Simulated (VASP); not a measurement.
Consider the following.

```
ZnGeP2
1.0
   -2.71364     2.71364     5.34381
    2.71364    -2.71364     5.34381
    2.71364     2.71364    -5.34381
Zn Ge P
2 2 4
Direct
  0.00000   0.00000   0.00000
  0.75000   0.25000   0.50000
  0.50000   0.50000   0.00000
  0.25000   0.75000   0.50000
  0.87500   0.87285   0.49785
  0.12715   0.62500   0.00215
  0.37500   0.37715   0.50215
  0.62285   0.12500   0.99785
```

Calculation: PBEsol GGA, VASP's PBE PAW potentials (set 64) (plane waves; VASP). Run with 400 eV cut-off, 7×7×7 Γ-centred mesh, tetrahedra with Blöchl corrections, potentials Zn Ge_d P.

**Question.** Predict the energy per atom (σ→0).

**Answer.** 
```json
{
 "energy per atom (σ→0)": "-4.719 eV/atom"
}
```

The compound is ZnGeP2 in the chalcopyrite structure. It was relaxed first.
